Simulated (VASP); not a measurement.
Given:

```
CELL_PARAMETERS angstrom
      1.61670    -2.80021     0.00000
      1.61670     2.80021     0.00000
      0.00000     0.00000     3.60060
ATOMIC_POSITIONS crystal
  Zr 0.00000 0.00000 0.00000
  B  0.33333 0.66667 0.50000
  B  0.66667 0.33333 0.50000
```

Method: r2SCAN meta-GGA, VASP's PBE PAW potentials (set 64) (plane waves; VASP 6.6.1). Settings: 520 eV cut-off, 10×10×8 Γ-centred mesh, first-order Methfessel-Paxton smearing of 0.10 eV, potentials Zr_sv B.

Q: Give the stress tensor in GPa (positive for a compressed cell).

A: 
```
-13.39    0.00    0.00
  0.00  -13.39    0.00
  0.00    0.00   -9.40
```
The pressure is its mean diagonal, -12.06 GPa.

The compound is ZrB2 in the AlB2 type structure. The cell was not relaxed at this level. The run is one of a series of settings (GGA removed, LMIXTAU = .TRUE., METAGGA = R2SCAN against the base run), some of them coarse on purpose.
